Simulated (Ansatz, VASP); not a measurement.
# Ti2CO2 in two plane-wave programs, part 2 of 3

One calculation is typed for both programs; each brings its own data sets. How far apart do they land? The structure shown is the start of the Ansatz relaxation below; VASP solves that cell, so the two are compared at the walk's first step.

VASP 6.6.1 and Ansatz 0.2.0.

So far: The starting structure; Ansatz: relaxation, PBEsol with D3(BJ).

## (3) VASP: single point, PBEsol with D3(BJ), start cell, pair 1

Level of this step: PBEsol with D3(BJ), no spin polarisation; plane waves and PAW (C, Ti_sv, O) (VASP).

The same cell, functional, mesh and smearing now go to VASP, with its own data sets.

Lines of VASP's logs that name or quote its potential files are left out, and so is its time.

File INCAR:

```
SYSTEM = Ti2CO2
PREC = Accurate
ENCUT = 520
EDIFF = 1E-06
NELM = 120
ISMEAR = -1
SIGMA = 0.02
LREAL = .FALSE.
ALGO = Normal
GGA = PS
IVDW = 12
NBANDS = 50
LASPH = .TRUE.
LORBIT = 11
LWAVE = .FALSE.
LCHARG = .FALSE.
ISIF = 2
LDIPOL = .TRUE.
IDIPOL = 3
DIPOL = 0.5 0.5 0.5
LVHAR = .TRUE.
GGA_COMPAT = .FALSE.
EFERMI = MIDGAP
NELMDL = -8
KPAR = 2
```

File POSCAR:

```
Ti2CO2
1.0
    3.0300000000      0.0000000000      0.0000000000
   -1.5150000000      2.6240570000      0.0000000000
    0.0000000000      0.0000000000     50.6000000000
C Ti O
2 4 4
Direct
    0.9999998729      0.9999999365      0.4288537549
    0.3333332063      0.6666666031      0.5711462451
    0.3333332063      0.6666666031      0.4545454545
    0.6666665396      0.3333332698      0.4031620553
    0.6666665396      0.3333332698      0.5968379447
    0.9999998729      0.9999999365      0.5454545455
    0.6666665396      0.3333332698      0.4733201581
    0.3333332063      0.6666666031      0.3843873518
    0.9999998729      0.9999999365      0.6156126482
    0.6666665396      0.3333332698      0.5266798419
```

File KPOINTS:

```
Automatic mesh
0
Gamma
9 9 1
0 0 0
```

Potentials, in the order of the species: C, Ti_sv and O (PBE family, release 64).

Run with:

```sh
$ mpirun -np 2 vasp_std
```

Numbers of over 12 decimals in the logs are rounded to 6 here.

The log of the run:

```text
[banner, memory and clock lines left out]
running    2 mpi-ranks, on    1 nodes
 distrk:  each k-point on    1 cores,    2 groups
 distr:  one band on    1 cores,    1 groups

 POSCAR found type information on POSCAR C TiO
 POSCAR found :  3 types and      10 ions
|                                                                             |
|               ----> ADVICE to this user running VASP <----                  |
|                                                                             |
|     You enforced a specific xc type in the INCAR file but a different       |
|     [... a line on the potential file left out ...]
|     I HOPE YOU KNOW WHAT YOU ARE DOING!                                     |
|                                                                             |

 LDA part: xc-table for (Slater+PW92), standard interpolation
|                                                                             |
|           W    W    AA    RRRRR   N    N  II  N    N   GGGG   !!!           |
|           W    W   A  A   R    R  NN   N  II  NN   N  G    G  !!!           |
|           W    W  A    A  R    R  N N  N  II  N N  N  G       !!!           |
|           W WW W  AAAAAA  RRRRR   N  N N  II  N  N N  G  GGG   !            |
|           WW  WW  A    A  R   R   N   NN  II  N   NN  G    G                |
|           W    W  A    A  R    R  N    N  II  N    N   GGGG   !!!           |
|                                                                             |
|     One of the lattice vectors is very long (>50 A), but AMIN is rather     |
|     large. This can spoil convergence since charge sloshing might occur     |
|     along the long lattice vector. If problems with convergence are         |
|     observed, try to decrease AMIN to a smaller value (e.g. 0.01).          |
|     Note: This warning only applies if the self-consistency cycle is        |
|     used.                                                                   |
|                                                                             |

 POSCAR, INCAR and KPOINTS ok, starting setup
 FFT: planning ... GRIDC
 FFT: planning ... GRID_SOFT
 FFT: planning ... GRID
 WAVECAR not read
 entering main loop
       N       E                     dE             d eps       ncg     rms          rms(c)
DAV:   1     0.101433595357E+04    0.10143E+04   -0.40420E+04  1424   0.147E+03
DAV:   2     0.588952652824E+02   -0.95544E+03   -0.92206E+03  1442   0.448E+02
DAV:   3    -0.105151915280E+03   -0.16405E+03   -0.15992E+03  1712   0.178E+02
DAV:   4    -0.120529089436E+03   -0.15377E+02   -0.15353E+02  1848   0.514E+01
DAV:   5    -0.121805559860E+03   -0.12765E+01   -0.12763E+01  1870   0.129E+01
DAV:   6    -0.121850027671E+03   -0.44468E-01   -0.44467E-01  1832   0.267E+00
DAV:   7    -0.121851772744E+03   -0.17451E-02   -0.17451E-02  1864   0.458E-01
DAV:   8    -0.121851811368E+03   -0.38624E-04   -0.38624E-04  1840   0.817E-02    0.394E+01
DAV:   9    -0.971982670776E+02    0.24654E+02   -0.20050E+02  1610   0.912E+01    0.180E+01
DAV:  10    -0.953611536601E+02    0.18371E+01   -0.49661E+01  1566   0.421E+01    0.110E+01
DAV:  11    -0.944640112870E+02    0.89714E+00   -0.93302E+00  1676   0.216E+01    0.404E+00
DAV:  12    -0.943357536936E+02    0.12826E+00   -0.13568E+00  1774   0.829E+00    0.179E+00
DAV:  13    -0.943294002738E+02    0.63534E-02   -0.28967E-01  1724   0.465E+00    0.100E+00
DAV:  14    -0.943336016759E+02   -0.42014E-02   -0.11277E-01  1630   0.269E+00    0.829E-01
[...]
DAV:  24    -0.943258507825E+02   -0.93706E-04   -0.50729E-06  1196   0.113E-02    0.247E-03
DAV:  25    -0.943259090005E+02   -0.58218E-04   -0.25774E-06  1114   0.614E-03    0.215E-03
DAV:  26    -0.943259286270E+02   -0.19626E-04   -0.68694E-07   908   0.449E-03    0.125E-03
DAV:  27    -0.943259406521E+02   -0.12025E-04   -0.50048E-07   906   0.337E-03    0.482E-04
DAV:  28    -0.943259458144E+02   -0.51623E-05   -0.13507E-07   772   0.171E-03    0.340E-04
DAV:  29    -0.943259499841E+02   -0.41697E-05   -0.17333E-07   756   0.130E-03    0.266E-04
DAV:  30    -0.943259512312E+02   -0.12472E-05   -0.36885E-08   678   0.904E-04    0.141E-04
DAV:  31    -0.943259521852E+02   -0.95393E-06   -0.19157E-08   680   0.476E-04
   1 F= -.96494376E+02 E0= -.96494315E+02  d E =-.121941E-03
```

Parts of OUTCAR (step 3):

```text
ion  position               nearest neighbor table
   1  1.000  1.000  0.429-   4 2.18   3 2.18   4 2.18   3 2.18   3 2.18   4 2.18
   2  0.333  0.667  0.571-   5 2.18   6 2.18   5 2.18   6 2.18   6 2.18   5 2.18
   3  0.333  0.667  0.455-   7 1.99   7 1.99   7 1.99   1 2.18   1 2.18   1 2.18
   4  0.667  0.333  0.403-   8 1.99   8 1.99   8 1.99   1 2.18   1 2.18   1 2.18
   5  0.667  0.333  0.597-   9 1.99   9 1.99   9 1.99   2 2.18   2 2.18   2 2.18
   6  1.000  1.000  0.545-  10 1.99  10 1.99  10 1.99   2 2.18   2 2.18   2 2.18
   7  0.667  0.333  0.473-   3 1.99   3 1.99   3 1.99
   8  0.333  0.667  0.384-   4 1.99   4 1.99   4 1.99
   9  1.000  1.000  0.616-   5 1.99   5 1.99   5 1.99
  10  0.667  0.333  0.527-   6 1.99   6 1.99   6 1.99

  LATTYP: Found a hexagonal cell.
 ALAT       =     3.0300000000
 C/A-ratio  =    16.6996699670

 Subroutine GETGRP returns: Found 12 space group operations
 (whereof  6 operations were pure point group operations)

The static configuration has the point symmetry C_3v.
 The point group associated with its full space group is D_3d.

 Found     12 irreducible k-points:

   k-points           NKPTS =     12   k-points in BZ     NKDIM =     12   number of bands    NBANDS=     50

   dimension x,y,z NGX =    24 NGY =   24 NGZ =  378
   dimension x,y,z NGXF=    48 NGYF=   48 NGZF=  756

   ENCUT  =  520.0 eV  38.22 Ry    6.18 a.u.   5.63  5.63 94.08*2*pi/ulx,y,z

   NELECT =      80.0000    total number of electrons

 k-points in reciprocal lattice and weights: Automatic mesh
   0.00000000  0.00000000  0.00000000       0.012
   0.11111111  0.00000000  0.00000000       0.074
   0.22222222  0.00000000  0.00000000       0.074
   0.33333333  0.00000000  0.00000000       0.074
   0.44444444  0.00000000  0.00000000       0.074
   0.11111111  0.11111111  0.00000000       0.074
   0.22222222  0.11111111  0.00000000       0.148
   0.33333333  0.11111111  0.00000000       0.148
   0.44444444  0.11111111  0.00000000       0.074
   0.22222222  0.22222222  0.00000000       0.074
   0.33333333  0.22222222  0.00000000       0.148
   0.33333333  0.33333333  0.00000000       0.025

 dipolmoment           0.000000      0.000000      0.000000 electrons x Angstroem

 average (electrostatic) potential at core
       1 -56.5463       2 -56.5463       3 -84.1049       4 -84.1077       5 -84.1077
       6 -84.1049       7 -78.2246       8 -78.1936       9 -78.1936      10 -78.2246

 E-fermi :  -2.5886

 k-point     1 :       0.0000    0.0000    0.0000
  band No.  band energies     occupation
    ...
     36      -3.5144      2.00000
     37      -2.7124      1.99592
     38      -2.7124      1.99592
     39      -2.6864      1.98508
     40      -2.6864      1.98508
     41      -2.0277      0.00000
     42      -2.0277      0.00000
     43      -2.0269      0.00000
     44      -2.0269      0.00000
     45      -1.2548      0.00000
    ...

 k-point     2 :       0.1111    0.0000    0.0000
  band No.  band energies     occupation
    ...
     36      -3.8054      2.00000
     37      -3.7003      2.00000
     38      -3.4102      2.00000
     39      -3.3558      2.00000
     40      -3.3389      2.00000
     41      -1.9090      0.00000
     42      -1.8830      0.00000
     43      -1.4706      0.00000
     44      -1.4594      0.00000
     45      -1.1845      0.00000
    ...

 k-point     3 :       0.2222    0.0000    0.0000
  band No.  band energies     occupation
    ...
     36      -5.2113      2.00000
     37      -3.9805      2.00000
     38      -3.9683      2.00000
     39      -3.9235      2.00000
     40      -3.7876      2.00000
     41      -2.1274      0.00000
     42      -2.0617      0.00000
     43      -1.2575      0.00000
     44      -1.2490      0.00000
     45      -0.9171      0.00000
    ...

 Edisp (eV)   -2.16842

  Total      -8.29080    -8.29080    -5.90133    -0.00000     0.00000     0.00000
  in kB     -33.01722   -33.01722   -23.50142    -0.00000     0.00000     0.00000
  external pressure =      -29.85 kB  Pullay stress =        0.00 kB

  energy-cutoff  :      520.00
  volume of cell :      402.32
      direct lattice vectors                 reciprocal lattice vectors
     3.030000000  0.000000000  0.000000000     0.330033003  0.190544641  0.000000000
    -1.515000000  2.624057000  0.000000000     0.000000000  0.381089283  0.000000000
     0.000000000  0.000000000 50.600000000     0.000000000  0.000000000  0.019762846

 POSITION                                       TOTAL-FORCE (eV/Angst)
 -----------------------------------------------------------------------------------
      1.51500      2.62406     21.70000        -0.000000     -0.000000      0.016913
     -0.00000      1.74937     28.90000         0.000000     -0.000000     -0.016913
     -0.00000      1.74937     23.00000         0.000000     -0.000000      0.570787
      1.51500      0.87469     20.40000         0.000000     -0.000000     -0.528501
      1.51500      0.87469     30.20000         0.000000     -0.000000      0.528501
      1.51500      2.62406     27.60000         0.000000     -0.000000     -0.570787
      1.51500      0.87469     23.95000        -0.000000     -0.000000     -1.064246
     -0.00000      1.74937     19.45000         0.000000      0.000000      0.946535
      1.51500      2.62406     31.15000        -0.000000     -0.000000     -0.946535
      1.51500      0.87469     26.65000        -0.000000     -0.000000      1.064246
 -----------------------------------------------------------------------------------
    total drift:                                0.003280      0.001894      0.000735

  FREE ENERGIE OF THE ION-ELECTRON SYSTEM (eV)
  ---------------------------------------------------
  free  energy   TOTEN  =       -96.4943757202 eV

  energy  without entropy=      -96.4942537788  energy(sigma->0) =      -96.49431475

 vacuum level on the upper side and lower side of the slab         3.531         3.531

 total charge
# of ion       s       p       d       tot
------------------------------------------
    1        0.881   1.521   0.000   2.401
    2        0.881   1.521   0.000   2.401
    3        2.204   6.263   1.838  10.305
    4        2.204   6.263   1.836  10.302
    5        2.204   6.263   1.836  10.302
    6        2.204   6.263   1.838  10.305
    7        1.575   3.413   0.000   4.987
    8        1.573   3.415   0.000   4.988
    9        1.573   3.415   0.000   4.988
   10        1.575   3.413   0.000   4.987
--------------------------------------------------
tot         16.872  41.747   7.349  65.967

[... 3 further parts left out ...]
```

This run has no spin polarisation, so a moment on Ti, if there is one, isn't seen.

## (4) Comparison

Known differences besides the potentials themselves: Ansatz cuts the interaction across the vacuum, VASP repeats the sheet with a dipole correction; the cutoff is 420 eV in Ansatz and 520 eV in VASP; Ansatz makes its cores anew for this functional, VASP keeps those of its PBE data sets. Total energies have different zeros and are not compared.

Forces (eV/Å; atoms numbered as in POSCAR):

```
atom        Ansatz x, y, z          VASP x, y, z
  C1   0.000, 0.000, 0.017   0.000, 0.000, 0.017
  C2  0.000, 0.000, -0.017  0.000, 0.000, -0.017
 Ti3   0.000, 0.000, 0.595   0.000, 0.000, 0.571
 Ti4  0.000, 0.000, -0.552  0.000, 0.000, -0.529
 Ti5   0.000, 0.000, 0.552   0.000, 0.000, 0.529
 Ti6  0.000, 0.000, -0.595  0.000, 0.000, -0.571
  O7  0.000, 0.000, -1.112  0.000, 0.000, -1.064
  O8   0.000, 0.000, 0.993   0.000, 0.000, 0.947
  O9  0.000, 0.000, -0.993  0.000, 0.000, -0.947
 O10   0.000, 0.000, 1.112   0.000, 0.000, 1.064
```

The forces differ by 19 meV/Å r.m.s., which is 4.6 % of the r.m.s. force of 0.419 eV/Å (both taken over all components). With vacuum in the cell, a pressure given here is an average over mostly empty space and none of the material.

## (5) Ansatz: relaxation, PBEsol with D3(BJ)

The two programs are compared at the cell with which this relaxation starts, whose forces are those of its first step.

The structure compared here is the start of the Ansatz relaxation; VASP solves that cell, so the two are compared at the walk's first step.

File input.yaml:

```yaml
crystal:
  lattice:
    - [3.03, 0.0, 0.0]
    - [-1.515, 2.6240569735, 0.0]
    - [0.0, 0.0, 50.6]
  atoms:
    - { symbol: C, position: [0.0, 0.0, 0.4288537549] }
    - { symbol: Ti, position: [0.3333333333, 0.6666666667, 0.4545454545] }
    - { symbol: Ti, position: [0.6666666667, 0.3333333333, 0.4031620553] }
    - { symbol: O, position: [0.6666666667, 0.3333333333, 0.4733201581] }
    - { symbol: O, position: [0.3333333333, 0.6666666667, 0.3843873518] }
    - { symbol: C, position: [0.0, 0.0, 0.5711462451] }
    - { symbol: Ti, position: [0.3333333333, 0.6666666667, 0.5968379447] }
    - { symbol: Ti, position: [0.6666666667, 0.3333333333, 0.5454545455] }
    - { symbol: O, position: [0.6666666667, 0.3333333333, 0.6156126482] }
    - { symbol: O, position: [0.3333333333, 0.6666666667, 0.5266798419] }
  periodic: [true, true, false]
kpoints:
  mp_grid: { grid: [9, 9, 1] }
hamiltonian:
  xc: pbesol
  dispersion: d3bj
  pseudopotentials: { kind: paw, azcp: { folder: soft_1 }, xc_functional: pbe }
scf:
  occupations: { method: fermi_dirac, width: 0.02 }
relax:
  f_tol: 0.01
  max_steps: 100
  cell: {}
```

Run with:

```sh
$ ansatz run input.yaml --threads 4 --pin off --max-ram 17510MiB --backend cpu --events-out ev --progress --plain --runs-dir out
```

The log of the run:

```text
[...]
Crystal: 10 atoms, lattice volume = 402.315 Å³
Basis set: ecut = 420 eV, 7777 PW (Γ), exchange–correlation on 48×48×720 points (8 copies of the dense FFT grid, shifted against one another)
Bands: 50, of which v1, the nominal top of the filled ones, is band 40 counted from 1 (39 counted from 0)
Symmetry: 12 space group operations
[...]
k-points: 12 of 81
[...]
- { symbol: Ti, position: [0.666667, 0.333333, 0.408514] }
    - { symbol: O, position: [0.666667, 0.333333, 0.477241] }
    - { symbol: O, position: [0.333333, 0.666667, 0.390578] }
    - { symbol: C, position: [0, 0, 0.565972] }
    - { symbol: Ti, position: [0.333333, 0.666667, 0.591486] }
    - { symbol: Ti, position: [0.666667, 0.333333, 0.540445] }
    - { symbol: O, position: [0.666667, 0.333333, 0.609422] }
    - { symbol: O, position: [0.333333, 0.666667, 0.522759] }
[key lines of the parts left out:]
SCF converged after 6 iterations
Free energy (F): -12645.596785 eV
Fermi energy:    -5.762059 eV
P = ½ c Tr σ = -0.0300 N/m
```

## (6) VASP: single point, PBEsol with D3(BJ), start cell, pair 2

The same cell, functional, mesh and smearing now go to VASP, with its own data sets.

INCAR is that of step 3.

File POSCAR:

```
Ti2CO2
1.0
    3.0300000000      0.0000000000      0.0000000000
   -1.5150000000      2.6240570000      0.0000000000
    0.0000000000      0.0000000000     50.6000000000
C Ti O
2 4 4
Direct
    0.0000000000      0.0000000000      0.4288537549
    0.0000000000      0.0000000000      0.5711462451
    0.3333333333      0.6666666667      0.4545454545
    0.6666666667      0.3333333333      0.4031620553
    0.3333333333      0.6666666667      0.5968379447
    0.6666666667      0.3333333333      0.5454545455
    0.6666666667      0.3333333333      0.4733201581
    0.3333333333      0.6666666667      0.3843873518
    0.6666666667      0.3333333333      0.6156126482
    0.3333333333      0.6666666667      0.5266798419
```

KPOINTS is that of step 3.

Run with:

```sh
$ mpirun -np 2 vasp_std
```

The log of the run:

```text
[banner, memory and clock lines left out]
running    2 mpi-ranks, on    1 nodes
[...]
[... a notice as in an earlier step ...]

 LDA part: xc-table for (Slater+PW92), standard interpolation
 [... a notice as in an earlier step ...]

 POSCAR, INCAR and KPOINTS ok, starting setup
[...]
entering main loop
       N       E                     dE             d eps       ncg     rms          rms(c)
DAV:   1     0.101236844917E+04    0.10124E+04   -0.40412E+04  1432   0.147E+03
DAV:   2     0.581660523138E+02   -0.95420E+03   -0.91963E+03  1448   0.447E+02
DAV:   3    -0.104933561340E+03   -0.16310E+03   -0.15861E+03  1676   0.178E+02
DAV:   4    -0.120577707304E+03   -0.15644E+02   -0.15619E+02  1856   0.519E+01
[...]
DAV:  29    -0.943898947037E+02   -0.26790E-05   -0.11938E-07   704   0.159E-03    0.523E-04
DAV:  30    -0.943898960563E+02   -0.13527E-05   -0.51767E-08   708   0.148E-03    0.381E-04
DAV:  31    -0.943898968193E+02   -0.76302E-06   -0.31687E-08   696   0.827E-04
   1 F= -.96558620E+02 E0= -.96558497E+02  d E =-.246661E-03
```

From OUTCAR (step 6):

```text
 Edisp (eV)   -2.16872

  Total      -8.12100    -8.12100    -6.64637     0.00000     0.00000     0.00000
  in kB     -32.34101   -32.34102   -26.46848     0.00000     0.00000     0.00000
  external pressure =      -30.38 kB  Pullay stress =        0.00 kB

 POSITION                                       TOTAL-FORCE (eV/Angst)
 -----------------------------------------------------------------------------------
      0.00000      0.00000     21.70000         0.000000     -0.000000      0.013727
      0.00000      0.00000     28.90000        -0.000000      0.000000     -0.013727
     -0.00000      1.74937     23.00000        -0.000000      0.000000      0.680531
      1.51500      0.87469     20.40000         0.000000      0.000000     -0.531780
     -0.00000      1.74937     30.20000        -0.000000      0.000000      0.531780
      1.51500      0.87469     27.60000         0.000000     -0.000000     -0.680531
      1.51500      0.87469     23.95000        -0.000000      0.000000     -0.956883
     -0.00000      1.74937     19.45000         0.000000      0.000000      0.946897
      1.51500      0.87469     31.15000        -0.000000     -0.000000     -0.946897
     -0.00000      1.74937     26.65000         0.000000      0.000000      0.956883
 -----------------------------------------------------------------------------------
    total drift:                                0.000000     -0.000000      0.000000

  FREE ENERGIE OF THE ION-ELECTRON SYSTEM (eV)
  ---------------------------------------------------
  free  energy   TOTEN  =       -96.5586203938 eV

  energy  without entropy=      -96.5583737329  energy(sigma->0) =      -96.55849706

[... 2 parts as in an earlier step ...]

[... 1 further part left out ...]
[key lines of the parts left out:]
E-fermi :  -2.6095
```

## (7) Comparison

Forces (eV/Å; atoms numbered as in POSCAR):

```
atom        Ansatz x, y, z          VASP x, y, z
  C1   0.000, 0.000, 0.014   0.000, 0.000, 0.014
  C2  0.000, 0.000, -0.014  0.000, 0.000, -0.014
 Ti3   0.000, 0.000, 0.704   0.000, 0.000, 0.681
 Ti4  0.000, 0.000, -0.555  0.000, 0.000, -0.532
 Ti5   0.000, 0.000, 0.555   0.000, 0.000, 0.532
 Ti6  0.000, 0.000, -0.704  0.000, 0.000, -0.681
  O7  0.000, 0.000, -1.003  0.000, 0.000, -0.957
  O8   0.000, 0.000, 0.993   0.000, 0.000, 0.947
  O9  0.000, 0.000, -0.993  0.000, 0.000, -0.947
 O10   0.000, 0.000, 1.003   0.000, 0.000, 0.957
```

The forces differ by 19 meV/Å r.m.s., which is 4.6 % of the r.m.s. force of 0.413 eV/Å (both taken over all components). With vacuum in the cell, a pressure given here is an average over mostly empty space and none of the material.

[end of part 2 of 3]

[Lines on the potential files, build, host, timing and source positions are cut from VASP's logs without a mark.]

[Logs are printed without paths, hosts, clocks, repeated set-up lines and the standing remarks that a program may print on its own settings, such as how far it seeks lower states.]

[Hosts, paths, dates, database ids (printed as entryN), source tags and the programs' standing remarks are cut or masked in the printed files.]
